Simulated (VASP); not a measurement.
Output of a VASP run:

**OSZICAR**
```
       N       E                     dE             d eps       ncg     rms          rms(c)
DAV:   1    -0.904721519538E+01   -0.90472E+01   -0.72920E+03   461   0.133E+03
DAV:   2    -0.112741629340E+03   -0.10369E+03   -0.97176E+02   505   0.338E+02
DAV:   3    -0.117252611867E+03   -0.45110E+01   -0.44988E+01   512   0.758E+01
DAV:   4    -0.117293710798E+03   -0.41099E-01   -0.41093E-01   488   0.749E+00
DAV:   5    -0.119532635841E+02    0.10534E+03   -0.66829E-01   482   0.175E+01    0.576E+00
DAV:   6    -0.107849110960E+02    0.11684E+01   -0.35054E+00   503   0.183E+01    0.181E+00
DAV:   7    -0.108826605777E+02   -0.97749E-01   -0.40107E-01   476   0.717E+00    0.174E+00
DAV:   8    -0.108681914131E+02    0.14469E-01   -0.16148E-02   479   0.186E+00    0.940E-01
DAV:   9    -0.108641368337E+02    0.40546E-02   -0.15758E-02   461   0.136E+00    0.408E-01
DAV:  10    -0.108640133994E+02    0.12343E-03   -0.10477E-03   464   0.751E-01    0.230E-01
DAV:  11    -0.108639360848E+02    0.77315E-04   -0.46568E-04   467   0.581E-01    0.148E-01
DAV:  12    -0.108640398078E+02   -0.10372E-03   -0.21514E-04   464   0.326E-01    0.962E-02
DAV:  13    -0.108641223189E+02   -0.82511E-04   -0.86440E-05   461   0.169E-01    0.597E-02
DAV:  14    -0.108641693666E+02   -0.47048E-04   -0.29424E-05   458   0.103E-01    0.360E-02
DAV:  15    -0.108641941294E+02   -0.24763E-04   -0.11851E-05   464   0.688E-02    0.221E-02
DAV:  16    -0.108642066108E+02   -0.12481E-04   -0.55404E-06   461   0.447E-02    0.139E-02
DAV:  17    -0.108642127021E+02   -0.60913E-05   -0.23471E-06   464   0.287E-02    0.883E-03
DAV:  18    -0.108642156095E+02   -0.29074E-05   -0.10216E-06   470   0.179E-02    0.563E-03
DAV:  19    -0.108642169649E+02   -0.13554E-05   -0.43371E-07   455   0.114E-02    0.359E-03
DAV:  20    -0.108642175915E+02   -0.62657E-06   -0.18986E-07   455   0.727E-03
   1 F= -.10864218E+02 E0= -.10864218E+02  d E =-.696303E-11
```

OUTCAR:
```
------------------------ aborting loop because EDIFF is reached ----------------------------------------
  FORCE on cell =-STRESS in cart. coord.  units (eV):
  Direction    XX          YY          ZZ          XY          YZ          ZX
  --------------------------------------------------------------------------------------
  Total       -0.7393033     -0.7393033     -0.7393033      0.0000000      0.0000000      0.0000000
  in kB      -49.3311640    -49.3311640    -49.3311640      0.0000000      0.0000000      0.0000000
  external PRESSURE =     -49.3311640 kB  Pullay stress =       0.0000000 kB
  volume of cell :       24.01
      direct lattice vectors                 reciprocal lattice vectors
     0.000000000  2.289781000  2.289781000    -0.218361494  0.218361494  0.218361494
     2.289781000  0.000000000  2.289781000     0.218361494 -0.218361494  0.218361494
     2.289781000  2.289781000  0.000000000     0.218361494  0.218361494 -0.218361494
  FREE ENERGIE OF THE ION-ELECTRON SYSTEM (eV)
  ---------------------------------------------------
  free  energy   TOTEN  =       -10.8642175915 eV

  energy  without entropy=      -10.8642175915  energy(sigma->0) =      -10.86421759

  exchange ACFDT corr.  =         0.00000000  see jH, gK, PRB 81, 115126
```
(Selected blocks of OUTCAR.)

### POSCAR
```
NaF
1
    0.0000000000     2.2897810000     2.2897810000
    2.2897810000     0.0000000000     2.2897810000
    2.2897810000     2.2897810000     0.0000000000
Na F
1 1
Direct
  0.0000000000   0.0000000000   0.0000000000
  0.5000000000   0.5000000000   0.5000000000
```

Problem. Reconstruct the remaining input files.

Solution. This is not unique; one that fits is the input of the run itself, PBE0 hybrid, plane waves, VASP's PBE PAW potentials (set 64).

File KPOINTS:
```
Automatic mesh
0
Gamma
7 7 7
0 0 0
```

### INCAR
```
AEXX=0.25
ALGO=Normal
EDIFF=1E-6
ENCUT=400
GGA=PE
HFRCUT=-1
ISIF=2
ISMEAR=-1
ISYM=3
LASPH=.TRUE.
LCHARG=.FALSE.
LHFCALC=.TRUE.
LREAL=.FALSE.
LWAVE=.FALSE.
NELM=100
PREC=Accurate
PRECFOCK=Fast
SIGMA=0.05
SYSTEM=NaF
```

POTCAR, in this order: Na_pv F (PBE.64 set). Program: vasp_std.

At this cut-off the stress carries a Pulay error, which pulls relaxed volumes low.

The structure comes from a computed database's NaF entry; how it stands against other phases isn't given here. The cell was not relaxed at this level. The run is one of a series of settings (AEXX = 0.25, HFRCUT = -1, ISYM = 3, LHFCALC = .TRUE., PRECFOCK = Fast, KPOINTS 7×7×7 Γ-centred mesh against the base run), some of them coarse on purpose.
